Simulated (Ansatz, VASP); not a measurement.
**As (As monolayer (from R-3m)): VASP beside Ansatz**

Aim: how closely do two programs agree when they are given the same cell, functional and k mesh? The structure shown is the start of the Ansatz relaxation below; VASP solves that cell, so the two are compared at the walk's first step.

Program: Ansatz 0.2.0. Level of theory: plane waves, with VASP 6.6.1 beside it; single point at PBEsol. Results are calculated unless marked as measured.

## (1) Starting point

The cell holds 2 atoms: 2 As. Its edges and angles: a = 3.762 Å, b = 3.762 Å, c = 26.302 Å, α = 90.0°, β = 90.0°, γ = 120.0°. Vacuum lies along c. The height across the vacuum is the one that the program set for its solve, not the one typed.

Structure file:

```cif
data_structure
_symmetry_space_group_name_H-M 'P 1'
_symmetry_Int_Tables_number 1
_cell_length_a 3.7616
_cell_length_b 3.7616
_cell_length_c 26.3020
_cell_angle_alpha 90.000
_cell_angle_beta 90.000
_cell_angle_gamma 120.000
_cell_volume 322.30
loop_
_atom_site_label
_atom_site_type_symbol
_atom_site_fract_x
_atom_site_fract_y
_atom_site_fract_z
_atom_site_occupancy
As1 As 0.00000 0.00000 0.45624 1
As2 As 0.33333 0.66667 0.50380 1
```

## (2) Ansatz: relaxation, PBEsol

Ansatz runs on its default PAW (the set named soft_2) files.

The two programs are compared at the cell with which this relaxation starts, whose forces are those of its first step.

The input, input.yaml:

```yaml
crystal:
  lattice:
    - [3.761594, 0.0, 0.0]
    - [-1.880797, 3.257636, 0.0]
    - [0.0, 0.0, 25.251006]
  atoms:
    - { symbol: As, position: [0.0, 0.0, 0.4752286] }
    - { symbol: As, position: [0.3333333, 0.6666667, 0.5247714] }
  periodic: [true, true, false]
basis:
  ecutwfc: 420
  xc_grid: 2
hamiltonian:
  xc: pbesol
kpoints:
  mp_grid: { grid: [10, 10, 1] }
scf:
  occupations: { method: fermi_dirac, width: 0.02 }
  max_iter: 80
relax:
  f_tol: 0.005
  max_steps: 60
  cell: {}
output:
  forces: true
checkpoint:
  write: "../cell.run"
  compress: false
  write_wavefunctions: false
  write_every: 100000
```

On the command line:

```sh
> ansatz run input.yaml --threads 4 --pin off --max-ram 9420MiB --backend cpu --events-out ev --progress --plain --runs-dir out
```

Numbers of over 12 decimals in the logs are rounded to 6 here.

Output:

```text
Warning: crystal.periodic: the lattice vector that does not repeat stood 0.000° off the slab's normal, 25.251 Å along it as the deck builds it. The run solves the slab on a vector along the normal, 26.302 Å long, with every atom where it was (on the deck's vector they left 24.00 Å outside them, and the widest stretch free of ions among them is 1.25 Å). A fractional position that the run reports is one of the run's ce [...]
crystal.periodic: the lattice vector that does not repeat stood 0.000° off the slab's normal, 25.251 Å along it as the deck builds it. The run solves the slab on a vector along the normal, 26.302 Å long, with every atom where it was (on the deck's vector they left 24.00 Å outside them, and the widest stretch free of ions among them is 1.25 Å). A fractional position that the run reports is one of the run's cell, which [...]
Engine: ansatz 0.2.0, aarch64-unknown-linux-gnu
Pseudopotentials: kind: paw
Pseudopotential: As, paw, valence charge 15, recommended cutoff 420 eV (normal), As.paw.azcp
Functional definition: PBEsol
  exchange = pbesol_x
  correlation = pbesol_c
Crystal: 2 atoms, lattice volume = 322.302 Å³
Basis set: ecut = 420 eV, 6315 PW (Γ), exchange–correlation on 54×54×360 points (8 copies of the dense FFT grid, shifted against one another)
Bands: 19, of which v1, the nominal top of the filled ones, is band 15 counted from 1 (14 counted from 0)
Symmetry: 12 space group operations
Space group: P-3m1 (ITA 164), of the structure as read, at distance tolerance 6.9e-5 Å
k-points: 14 of 100
Non-local potential: As, projectors of the file, l = 0: 2, l = 1: 2, l = 2: 3, l = 3: 1
PAW form: soft (Blöchl's): semilocal exchange-correlation on the pseudo side does not see the compensation charge
PAW frozen core: As, regenerated for the run's functional, and the local potential with it (the file was generated under x = pbe(κ = 0.804, μ = 0.219515), c = pbe(β = 0.066725))
PAW one-centre angular grid: As, 590 points (default); XC on 64 Gauss nodes
Initial density: superposition of atomic densities (neutral atoms: chi_scale 0, normalization atom), corrected by the library's trained network
Initial wavefunctions: pseudopotential atomic-orbital guess
Functional: x = pbesol(κ = 0.804, μ = 0.123457), c = pbesol(β = 0.046)
SCF iter   1: F=—  HF=-9625.664667 eV  |F-HF|=—  |Δ(HF+E_count)|=         —  Δρ=8.43e-4  dr2=4.26e-3  ethr=1.77e-3  ⟨swp⟩=10.8  Hψ=1750  notcnv=0
preconditioner: auto → none  [insulator: Δε(μ)=0.683 eV  Ē_g=9.350 eV  σ=0.020 eV  W_gap=1.00  n_scr=14 (ndim 8)  ℏωp=6.5 eV  f_vac=0.800  D(μ)=0.00/eV (n_scr^D=0)  ε∞_Penn≈1.5]
SCF iter   2: F=—  HF=-9625.662125 eV  |F-HF|=—  |Δ(HF+E_count)|=   2.54e-3  Δρ=4.56e-4  dr2=5.96e-4  ethr=1.42e-5  ⟨swp⟩=3.4  Hψ=768  notcnv=0
SCF iter   3: F=—  HF=-9625.662290 eV  |F-HF|=—  |Δ(HF+E_count)|=   1.65e-4  Δρ=1.67e-4  dr2=6.93e-5  ethr=1.99e-6  ⟨swp⟩=2.8  Hψ=407  notcnv=0
SCF iter   4: F=—  HF=-9625.662366 eV  |F-HF|=—  |Δ(HF+E_count)|=   7.62e-5  Δρ=2.76e-5  dr2=1.92e-6  ethr=2.31e-7  ⟨swp⟩=3.0  Hψ=464  notcnv=0
[...]
SCF iter   5: F=—  HF=-9625.823525 eV  |F-HF|=—  |Δ(HF+E_count)|=   2.43e-6  Δρ=1.36e-5  dr2=2.01e-7  ethr=2.63e-8  ⟨swp⟩=2.9  Hψ=504  notcnv=0
SCF iter   6: F=-9625.823525 eV  HF=-9625.823525 eV  |F-HF|=7.17e-10  |Δ(HF+E_count)|=   8.84e-9  Δρ=1.69e-6  dr2=3.26e-9  ethr=6.67e-10  ⟨swp⟩=6.0  Hψ=1078  notcnv=0
SCF 3 converged in 6 iterations: F = -9625.823525 eV  dr2 = 3.26e-9
relax step   3: F+E_penalty+E_count = -9625.82352465 eV  Δ(F+E_penalty+E_count) = -1.481e-1 eV  max|allowed force component| = 3.347e-1 eV/Å  Δτ_max = 0.0759 Å  P = -1.545 N/m  Ω = 298.843 Å³  energy of the carried Pulay correction = +4.954e-4 eV  fix = [c, alpha, beta]  reactions: c -0.000 N/m  (6 SCF iters, dr2 threshold 2.00e-7 eV, accepted)
[...]
relax step   4: F+E_penalty+E_count = -9625.84773263 eV  Δ(F+E_penalty+E_count) = -2.421e-2 eV  max|allowed force component| = 7.446e-2 eV/Å  Δτ_max = 0.0023 Å  P = -0.362 N/m  Ω = 288.864 Å³  energy of the carried Pulay correction = +7.178e-4 eV  fix = [c, alpha, beta]  reactions: c -0.000 N/m  (5 SCF iters, dr2 threshold 2.00e-7 eV, accepted)
[...]
relax step   5: F+E_penalty+E_count = -9625.84900639 eV  Δ(F+E_penalty+E_count) = -1.274e-3 eV  max|allowed force component| = 6.388e-3 eV/Å  Δτ_max = 0.0003 Å  P = -0.006 N/m  Ω = 286.160 Å³  energy of the carried Pulay correction = +7.793e-4 eV  fix = [c, alpha, beta]  reactions: c -0.000 N/m  (4 SCF iters, dr2 threshold 2.00e-7 eV, accepted)
[...]
relax step   6: F+E_penalty+E_count = -9625.84900800 eV  Δ(F+E_penalty+E_count) = -1.610e-6 eV  max|allowed force component| = 8.798e-4 eV/Å  Δτ_max = 0.0003 Å  P = -0.001 N/m  Ω = 286.157 Å³  energy of the carried Pulay correction = +7.793e-4 eV  fix = [c, alpha, beta]  reactions: c -0.000 N/m  (4 SCF iters, dr2 threshold 2.55e-9 eV, accepted)
[...]
relax step   7: F+E_penalty+E_count = -9625.84838042 eV  Δ(F+E_penalty+E_count) = +6.276e-4 eV  max|allowed force component| = 8.832e-4 eV/Å  Δτ_max = 0.0000 Å  P = -0.004 N/m  Ω = 286.157 Å³  fix = [c, alpha, beta]  reactions: c -0.000 N/m  stress off target by 3.70e-3 N/m on what of the cell is left free  SCF on the basis re-selected at this cell (its energy is not comparable with the rows above)  (6 SCF iters)
basis re-selected at this cell: Δ(F+E_penalty+E_count) = +6.276e-4 eV, ΔP = -0.003 N/m vs the last step (what re-selecting the basis moved, of the pressure what is left beyond the Pulay correction that the steps carried, after the strain that the cell walked since its last selection, with what the two solves' SCF thresholds leave and, on support functions, any second-order correction that the steps lacked; it is no measure of the basis error at this ecutwfc). The dense FFT grid was sized anew with the basis: this SCF ran on 24×24×180 points, the steps before it on 27×27×180, so part of this shift can come from that change (see relax.cell in the input reference). [rest of the remark cut]
SCF converged after 6 iterations
Free energy (F): -9625.848380 eV
Harris-Foulkes:  -9625.848380 eV  (|F-HF|=3.09e-11)
Internal energy: -9625.848380 eV  (E = F + TS)
E sigma→0 (E₀):  -9625.848380 eV
Fermi energy:    -4.573066 eV
--- Per-component energies (eV) ---
  E_band       = -916.799940
  E_kinetic    = 204.948902
  E_local      = -45445.632547  (includes V_loc(G=0)·N_el)
  E_nonlocal   = -1336.801300
  E_hartree    = 22677.044156
  E_xc         = -156.717585
  E_vxc        = -157.426643  (∫ρ·V_xc dr)
  E_paw        = -3584.837640  (= ΣΔE_a)
  E_vpaw       = 464.023306  (= ΣTr[D̂ρ^β])
  E_aug_tail   = 0.000014  (compensation charges beyond the density's cutoff)
  E_ewald      = 18014.214762
  E_core_change = 1.932857  (= ΣΔE_core)
  E_smearing   = -0.000000  (= −TS)
  E_closure    = 0.000000  (closes the sum)
  Σ components = -9625.848380   (vs F -9625.848380, Δ=0.00e0)
--- Forces (eV/Å), atoms counted from 1 ---
  atom   1  As    -0.00000000    -0.00000000    -0.00088321
  atom   2  As    -0.00000000     0.00000000     0.00088321
  max |Σ_I F_I| component: 1.73e-18 eV/Å
--- 2D stress c σ (N/m, compression-positive) ---
       -0.003699       0.000000      -0.000000
        0.000000      -0.003699      -0.000000
       -0.000000      -0.000000      -0.000000
  P = ½ c Tr σ = -0.0037 N/m
--- Relaxed structure (6 steps of the walk, 6 accepted, 1 SCFs on fresh bases) ---
  F+E_penalty+E_count = -9625.84838042 eV   max|allowed force component| = 8.832e-4 eV/Å   (the final SCF, on the basis selected at the relaxed cell)
  cell:  # Å, volume = 286.1574 Å³
    - [3.544400, 0, 0]
    - [-1.772200, 3.069540, 0]
    - [0, 0, 26.302011]
  atoms:
    - { symbol: As, position: [-4.3671413055984915e-17, -5.551115453998028e-17, 0.453614] }
    - { symbol: As, position: [0.333333, 0.666667, 0.506427] }
```

## (3) VASP: single point, PBEsol, start cell

The same cell, functional, mesh and smearing now go to VASP, with its own data sets.

Lines of VASP's logs that name or quote its potential files are left out, and so is its time.

The input, INCAR:

```
SYSTEM = As
PREC = Accurate
ENCUT = 400
EDIFF = 1E-06
NELM = 120
ISMEAR = -1
SIGMA = 0.02
LREAL = .FALSE.
ALGO = Normal
GGA = PS
NBANDS = 11
LORBIT = 11
LWAVE = .FALSE.
LCHARG = .FALSE.
ISIF = 2
LDIPOL = .TRUE.
IDIPOL = 3
DIPOL = 0.5 0.5 0.48
LVHAR = .TRUE.
LASPH = .TRUE.
GGA_COMPAT = .FALSE.
EFERMI = MIDGAP
NELMDL = -8
```

The input, POSCAR:

```
As
1.0
    3.7615940000      0.0000000000      0.0000000000
   -1.8807970000      3.2576360000      0.0000000000
    0.0000000000      0.0000000000     26.3020110000
As
2
Direct
    0.0000000000      0.0000000000      0.4562388785
    0.3333332822      0.6666665643      0.5038020097
```

The input, KPOINTS:

```
Automatic mesh
0
Gamma
10 10 1
0 0 0
```

Potentials, in the order of the species: As (PBE family, release 64).

On the command line:

```sh
> mpirun -np 1 vasp_std
```

Output:

```text
[banner, memory and clock lines left out]
running    1 mpi-ranks, on    1 nodes
 distrk:  each k-point on    1 cores,    1 groups
 distr:  one band on    1 cores,    1 groups

 POSCAR found type information on POSCAR As
 POSCAR found :  1 types and       2 ions
|                                                                             |
|               ----> ADVICE to this user running VASP <----                  |
|                                                                             |
|     You enforced a specific xc type in the INCAR file but a different       |
|     [... a line on the potential file left out ...]
|     I HOPE YOU KNOW WHAT YOU ARE DOING!                                     |
|                                                                             |

 LDA part: xc-table for (Slater+PW92), standard interpolation
 POSCAR, INCAR and KPOINTS ok, starting setup
 FFT: planning ... GRIDC
 FFT: planning ... GRID_SOFT
 FFT: planning ... GRID
 WAVECAR not read
 entering main loop
       N       E                     dE             d eps       ncg     rms          rms(c)
DAV:   1     0.575976800771E+02    0.57598E+02   -0.24859E+03   308   0.468E+02
DAV:   2    -0.420879406417E+01   -0.61806E+02   -0.54351E+02   517   0.879E+01
DAV:   3    -0.983864918815E+01   -0.56299E+01   -0.56213E+01   444   0.367E+01
DAV:   4    -0.991426269114E+01   -0.75614E-01   -0.75602E-01   422   0.491E+00
DAV:   5    -0.991460061667E+01   -0.33793E-03   -0.33792E-03   461   0.351E-01
DAV:   6    -0.991460147370E+01   -0.85703E-06   -0.85737E-06   426   0.166E-02
DAV:   7    -0.991460148206E+01   -0.83679E-08   -0.83265E-08   464   0.149E-03
DAV:   8    -0.991460148273E+01   -0.66478E-09   -0.59115E-10   348   0.952E-05    0.333E+00
DAV:   9    -0.985192105343E+01    0.62680E-01   -0.32093E-02   356   0.942E-01    0.202E+00
DAV:  10    -0.982295228553E+01    0.28969E-01   -0.70466E-02   359   0.138E+00    0.135E-01
DAV:  11    -0.982298678672E+01   -0.34501E-04   -0.57450E-03   350   0.440E-01    0.692E-02
DAV:  12    -0.982306077033E+01   -0.73984E-04   -0.20941E-04   409   0.869E-02    0.291E-02
DAV:  13    -0.982307523386E+01   -0.14464E-04   -0.11724E-04   359   0.560E-02    0.122E-02
DAV:  14    -0.982307858685E+01   -0.33530E-05   -0.45214E-05   423   0.308E-02    0.816E-03
DAV:  15    -0.982311680752E+01   -0.38221E-04   -0.28027E-05   348   0.227E-02    0.153E-02
DAV:  16    -0.982312458284E+01   -0.77753E-05   -0.14403E-06   405   0.573E-03    0.518E-03
DAV:  17    -0.982314592111E+01   -0.21338E-04   -0.44287E-06   386   0.104E-02    0.840E-03
DAV:  18    -0.982315512364E+01   -0.92025E-05   -0.12529E-06   401   0.433E-03    0.210E-03
DAV:  19    -0.982316799539E+01   -0.12872E-04   -0.39111E-07   406   0.216E-03    0.156E-03
DAV:  20    -0.982317427118E+01   -0.62758E-05   -0.15424E-07   409   0.124E-03    0.187E-03
DAV:  21    -0.982317768698E+01   -0.34158E-05   -0.11838E-07   394   0.855E-04    0.307E-04
DAV:  22    -0.982317867569E+01   -0.98870E-06   -0.10576E-08   248   0.353E-04
   1 F= -.98231787E+01 E0= -.98231787E+01  d E =-.111028E-07
```

Parts of OUTCAR (step 3):

```text
ion  position               nearest neighbor table
   1  0.000  0.000  0.456-   2 2.51   2 2.51   2 2.51
   2  0.333  0.667  0.504-   1 2.51   1 2.51   1 2.51

  LATTYP: Found a hexagonal cell.
 ALAT       =     3.7615940000
 C/A-ratio  =     6.9922514232

 Subroutine GETGRP returns: Found 12 space group operations
 (whereof  6 operations were pure point group operations)

The static configuration has the point symmetry C_3v.
 The point group associated with its full space group is D_3d.

 Found     14 irreducible k-points:

   k-points           NKPTS =     14   k-points in BZ     NKDIM =     14   number of bands    NBANDS=     11

   dimension x,y,z NGX =    28 NGY =   28 NGZ =  180
   dimension x,y,z NGXF=    56 NGYF=   56 NGZF=  360

   ENCUT  =  400.0 eV  29.40 Ry    5.42 a.u.   6.13  6.13 42.89*2*pi/ulx,y,z

   NELECT =      10.0000    total number of electrons

 k-points in reciprocal lattice and weights: Automatic mesh
   0.00000000  0.00000000  0.00000000       0.010
   0.10000000  0.00000000  0.00000000       0.060
   0.20000000  0.00000000  0.00000000       0.060
   0.30000000  0.00000000  0.00000000       0.060
   0.40000000  0.00000000  0.00000000       0.060
   0.50000000  0.00000000  0.00000000       0.030
   0.10000000  0.10000000  0.00000000       0.060
   0.20000000  0.10000000  0.00000000       0.120
   0.30000000  0.10000000  0.00000000       0.120
[...]
0.40000000  0.20000000  0.00000000       0.060
   0.30000000  0.30000000  0.00000000       0.060

 dipolmoment           0.000000      0.000000      0.000007 electrons x Angstroem

 average (electrostatic) potential at core
       1 -58.2852       2 -58.2852

 E-fermi :  -3.7534

 k-point     1 :       0.0000    0.0000    0.0000
  band No.  band energies     occupation
      1     -17.5877      2.00000
      2     -10.9475      2.00000
      3      -5.0252      2.00000
      4      -5.0252      2.00000
      5      -4.1108      2.00000
      6      -3.4739      0.00000
      7      -1.2335      0.00000
      8      -1.2335      0.00000
      9       0.9057      0.00000
     10       1.1057      0.00000
    ...

 k-point     2 :       0.1000    0.0000    0.0000
  band No.  band energies     occupation
      1     -17.4684      2.00000
      2     -11.0016      2.00000
      3      -6.0354      2.00000
      4      -5.2649      2.00000
      5      -4.0873      2.00000
      6      -2.6125      0.00000
      7      -1.3390      0.00000
      8      -0.9275      0.00000
      9       1.0471      0.00000
     10       1.2405      0.00000
    ...

 k-point     3 :       0.2000    0.0000    0.0000
  band No.  band energies     occupation
      1     -17.1162      2.00000
      2     -11.2839      2.00000
      3      -7.1628      2.00000
      4      -5.7622      2.00000
      5      -4.1310      2.00000
      6      -2.6347      0.00000
      7      -0.5546      0.00000
      8      -0.3246      0.00000
      9       1.4237      0.00000
     10       1.6252      0.00000
    ...

  Total       -1.7760331     -1.7760332      1.3059858      0.0000000      0.0000000      0.0000000
  in kB       -8.8287297     -8.8287299      6.4921062      0.0000000      0.0000000      0.0000000
  external PRESSURE =      -3.7217845 kB  Pullay stress =       0.0000000 kB

  energy-cutoff  :      400.00
  volume of cell :      322.30
      direct lattice vectors                 reciprocal lattice vectors
     3.761594000  0.000000000  0.000000000     0.265844746  0.153485534  0.000000000
    -1.880797000  3.257636000  0.000000000     0.000000000  0.306971067  0.000000000
     0.000000000  0.000000000 26.302011000     0.000000000  0.000000000  0.038019907

 POSITION                                       TOTAL-FORCE (eV/Angst)
 -----------------------------------------------------------------------------------
      0.00000      0.00000     12.00000        -0.000000      0.000000     -1.050458
      0.00000      2.17176     13.25101         0.000000      0.000000      1.050458
 -----------------------------------------------------------------------------------
    total drift:                               -0.000000      0.000067      0.000065

  FREE ENERGIE OF THE ION-ELECTRON SYSTEM (eV)
  ---------------------------------------------------
  free  energy   TOTEN  =        -9.8231786757 eV

  energy  without entropy=       -9.8231786646  energy(sigma->0) =       -9.82317867

 vacuum level on the upper side and lower side of the slab         1.341         1.341

 total charge
# of ion       s       p       d       tot
------------------------------------------
    1        1.296   1.370   0.039   2.704
    2        1.296   1.370   0.039   2.704
--------------------------------------------------
tot          2.593   2.739   0.077   5.409

[... 3 further parts left out ...]
```

## (4) Comparison

Known differences besides the potentials themselves: Ansatz cuts the interaction across the vacuum, VASP repeats the sheet with a dipole correction; the data sets hold 30 valence electrons in Ansatz (on its default PAW (the set named soft_2) files) and 10 in VASP; the cutoff is 420 eV in Ansatz and 400 eV in VASP; Ansatz makes its cores anew for this functional, VASP keeps those of its PBE data sets. Total energies have different zeros and are not compared.

Forces (eV/Å; atoms numbered as in POSCAR):

```csv
atom,"Ansatz x, y, z","VASP x, y, z"
As1,"0.000, 0.000, -0.949","0.000, 0.000, -1.050"
As2,"0.000, 0.000, 0.949","0.000, 0.000, 1.050"
```

The forces differ by 59 meV/Å r.m.s., which is 9.7 % of the r.m.s. force of 0.606 eV/Å (both taken over all components). With vacuum in the cell, a pressure given here is an average over mostly empty space and none of the material.

## (5) Other set-ups

Further runs change the set-up of one program: Ansatz's method, potentials or start, or VASP's data sets, cutoff or form of LDA. The table gives that difference for each run.

| run | r.m.s. force difference (meV/Å) |
| --- | --- |
| as above | 59 |
| VASP with the data sets As_d and a cutoff of 520 eV | 16 |

## (6) What came out

```json
{
 "r.m.s. force difference (single point, PBEsol, start cell)": "9.7 % of the r.m.s. force"
}
```

What this shows: The r.m.s. force difference is 9.7 % of the r.m.s. force (single point, PBEsol, start cell), beyond the 3 % picked in this series as the mark of a large difference. The data sets hold unlike numbers of valence electrons (30 in Ansatz and 10 in VASP), so part of the differences comes from the potentials. Single point, PBEsol, start cell, VASP with the data sets As_d and a cutoff of 520 eV: r.m.s. force difference goes from 59 to 16 meV/Å. 1 further run of this series is not shown here. How closely two codes agree says nothing of how well the functional describes the real material.

[Lines on the potential files, build, host, timing and source positions are cut from VASP's logs without a mark.]

[Logs are printed without paths, hosts, clocks, repeated set-up lines and the standing remarks that a program may print on its own settings, such as how far it seeks lower states.]

[Hosts, paths, dates, database ids (printed as entryN), source tags and the programs' standing remarks are cut or masked in the printed files.]

[Rows of further runs with another cutoff or data set may stand on the cell that Ansatz relaxed, not on the start cell of the pair above them.]
